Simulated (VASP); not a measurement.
Output of a VASP run:

**OSZICAR**
```
...
   4 F= -.93423182E+01 E0= -.93421062E+01  d E =-.727021E-02
       N       E                     dE             d eps       ncg     rms          rms(c)
DAV:   1    -0.934666299913E+01   -0.43451E-02   -0.87210E-02  1594   0.180E+00    0.159E-01
DAV:   2    -0.934620330997E+01    0.45969E-03   -0.20426E-03  1683   0.333E-01    0.878E-02
DAV:   3    -0.934590845081E+01    0.29486E-03   -0.61632E-04  1675   0.145E-01    0.114E-02
DAV:   4    -0.934590932708E+01   -0.87627E-06   -0.15868E-05  1614   0.292E-02    0.861E-03
DAV:   5    -0.934590905375E+01    0.27333E-06   -0.36085E-07   827   0.503E-03
   5 F= -.93459091E+01 E0= -.93459333E+01  d E =-.359087E-02
       N       E                     dE             d eps       ncg     rms          rms(c)
DAV:   1    -0.935821467882E+01   -0.12305E-01   -0.78045E-01  1617   0.543E+00    0.512E-01
DAV:   2    -0.935360977744E+01    0.46049E-02   -0.18453E-02  1719   0.999E-01    0.282E-01
DAV:   3    -0.935056320535E+01    0.30466E-02   -0.60454E-03  1651   0.462E-01    0.322E-02
DAV:   4    -0.935057762546E+01   -0.14420E-04   -0.16586E-04  1666   0.949E-02    0.239E-02
DAV:   5    -0.935057723392E+01    0.39153E-06   -0.27094E-06  1584   0.143E-02
   6 F= -.93505772E+01 E0= -.93509192E+01  d E =-.825905E-02
       N       E                     dE             d eps       ncg     rms          rms(c)
DAV:   1    -0.935195983777E+01   -0.13822E-02   -0.10918E-01  1613   0.201E+00    0.187E-01
DAV:   2    -0.935132685486E+01    0.63298E-03   -0.25924E-03  1656   0.375E-01    0.105E-01
DAV:   3    -0.935089706947E+01    0.42979E-03   -0.88989E-04  1706   0.176E-01    0.124E-02
DAV:   4    -0.935089892995E+01   -0.18605E-05   -0.22851E-05  1649   0.354E-02    0.895E-03
DAV:   5    -0.935089932404E+01   -0.39409E-06   -0.36373E-07   853   0.533E-03
   7 F= -.93508993E+01 E0= -.93510328E+01  d E =-.858114E-02
       N       E                     dE             d eps       ncg     rms          rms(c)
DAV:   1    -0.935138784319E+01   -0.48891E-03   -0.16417E-02  1621   0.783E-01    0.731E-02
DAV:   2    -0.935129258832E+01    0.95255E-04   -0.38481E-04  1672   0.145E-01    0.408E-02
DAV:   3    -0.935122995305E+01    0.62635E-04   -0.13119E-04  1692   0.678E-02    0.470E-03
DAV:   4    -0.935123011141E+01   -0.15836E-06   -0.34450E-06  1405   0.137E-02
   8 F= -.93512301E+01 E0= -.93514769E+01  d E =-.891193E-02
       N       E                     dE             d eps       ncg     rms          rms(c)
DAV:   1    -0.935123695730E+01   -0.70043E-05   -0.38337E-04  1622   0.120E-01    0.111E-02
DAV:   2    -0.935123489944E+01    0.20579E-05   -0.89916E-06  1667   0.222E-02    0.620E-03
DAV:   3    -0.935123365060E+01    0.12488E-05   -0.30129E-06  1312   0.103E-02    0.637E-04
DAV:   4    -0.935123364313E+01    0.74643E-08   -0.10424E-07   772   0.256E-03
   9 F= -.93512336E+01 E0= -.93514966E+01  d E =-.891546E-02
       N       E                     dE             d eps       ncg     rms          rms(c)
DAV:   1    -0.935124626548E+01   -0.12615E-04   -0.33572E-04  1574   0.113E-01    0.102E-02
DAV:   2    -0.935124348139E+01    0.27841E-05   -0.82443E-06  1638   0.211E-02    0.586E-03
DAV:   3    -0.935124199050E+01    0.14909E-05   -0.40533E-06  1539   0.117E-02    0.837E-04
DAV:   4    -0.935124198878E+01    0.17168E-08   -0.79623E-08   766   0.225E-03
  10 F= -.93512420E+01 E0= -.93514895E+01  d E =-.834565E-05
```

File OUTCAR:
```
------------------------ aborting loop because EDIFF is reached ----------------------------------------
  FORCE on cell =-STRESS in cart. coord.  units (eV):
  Direction    XX          YY          ZZ          XY          YZ          ZX
  --------------------------------------------------------------------------------------
  Total       -0.0123016     -0.0123016     -0.0128817      0.0000000     -0.0000000      0.0000000
  in kB       -0.5321776     -0.5321779     -0.5572754      0.0000000     -0.0000000      0.0000000
  external PRESSURE =      -0.5405436 kB  Pullay stress =       0.0000000 kB
  volume of cell :       37.04
      direct lattice vectors                 reciprocal lattice vectors
     3.090423581 -0.000000000  0.000000000     0.323580239  0.186819078 -0.000000000
    -1.545211790  2.676386191  0.000000000     0.000000000  0.373638156  0.000000000
     0.000000000 -0.000000000  4.477625491    -0.000000000 -0.000000000  0.223332657
 POSITION                                       TOTAL-FORCE (eV/Angst)
 -----------------------------------------------------------------------------------
     -0.00000      1.78426      1.11941         0.000000      0.000000      0.000000
      1.54521      0.89213      3.35822        -0.000000     -0.000000     -0.000000
 -----------------------------------------------------------------------------------
    total drift:                                0.000045     -0.000026      0.000073
  FREE ENERGIE OF THE ION-ELECTRON SYSTEM (eV)
  ---------------------------------------------------
  free  energy   TOTEN  =        -9.3512419888 eV

  energy  without entropy=       -9.3519846389  energy(sigma->0) =       -9.35148954

 reached required accuracy - stopping structural energy minimisation
```
(Selected blocks of OUTCAR.)

File POSCAR:
```
As
1
    2.9882218061    -0.0000000000    -0.0000000000
   -1.4941109031     2.5878767784    -0.0000000000
   -0.0000000000     0.0000000000     4.7433195847
As
2
Direct
  0.3333330000   0.6666670000   0.2500000000
  0.6666670000   0.3333330000   0.7500000000
```

Problem. Reconstruct the remaining input files.

Solution. This is not unique; one that fits is the input of the run itself, PBEsol GGA, plane waves, VASP's PBE PAW potentials (set 64).

INCAR:
```
! general
SYSTEM  = As
PREC    = Accurate
ENCUT   = 400
LREAL   = .False.
LASPH   = .True.

! electronic loop
EDIFF   = 1E-6
NELM    = 100
ALGO    = Normal
LMAXMIX = 4

! smearing
ISMEAR  = 1
SIGMA   = 0.1

! functional
GGA     = PS

! ions
IBRION  = 2
NSW     = 60
ISIF    = 3
EDIFFG  = -0.01

! output
LWAVE   = .False.
LCHARG  = .False.
```

KPOINTS:
```
Automatic mesh
0
Gamma
13 13 7
0 0 0
```

POTCAR, in this order: As (PBE.64 set). Program: vasp_std.

The structure was generated: As was put into the hcp type (P6_3/mmc), which need not be its known phase. This run relaxes it. Symmetry was kept, so distortions that lower it aren't found. The start is the result of an earlier pass.
